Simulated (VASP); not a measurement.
Data:

```yaml
crystal:
  lattice:
    - [3.47811, 0.00000, 0.00000]
    - [-1.73905, 3.01213, 0.00000]
    - [0.00000, 0.00000, 4.17498]
  atoms:
    - { symbol: Mg, position: [0.33333, 0.66667, 0.25000] }
    - { symbol: Mg, position: [0.66667, 0.33333, 0.75000] }
    - { symbol: O, position: [0.33333, 0.66667, 0.75000] }
    - { symbol: O, position: [0.66667, 0.33333, 0.25000] }
```

These are r2SCAN meta-GGA, VASP's PBE PAW potentials (set 64) (plane waves; VASP) values and carry that method's errors. Run with 520 eV cut-off, 8×8×6 Γ-centred mesh, tetrahedra with Blöchl corrections, potentials Mg O.

Question: Tabulate the total density of states (states/eV per cell) against energy (eV; zero at the valence-band maximum or, without a gap, the Fermi level).

Answer: 
| E (eV) | DOS (states/eV) |
|---|---|
| -9.95 | 0.00 |
| -9.23 | 0.00 |
| -8.51 | 0.00 |
| -7.79 | 0.00 |
| -7.07 | 0.00 |
| -6.35 | 0.00 |
| -5.63 | 0.00 |
| -4.79 | 0.00 |
| -4.07 | 0.00 |
| -3.35 | 3.51 |
| -2.63 | 2.23 |
| -1.91 | 4.27 |
| -1.19 | 1.65 |
| -0.47 | 3.76 |
| 0.25 | 0.00 |
| 0.97 | 0.00 |
| 1.69 | 0.00 |
| 2.41 | 0.00 |
| 3.25 | 0.00 |
| 3.97 | 0.00 |
| 4.69 | 0.06 |
| 5.41 | 0.14 |
| 6.13 | 0.28 |
| 6.85 | 0.49 |
| 7.57 | 1.20 |
Within 2 eV below the valence-band maximum the largest weight inside VASP's projection spheres is O p.

The structure was generated: MgO was put into the h-BN type (P6_3/mmc), which need not be its known phase. It was relaxed first, which changed the volume by -40 %.
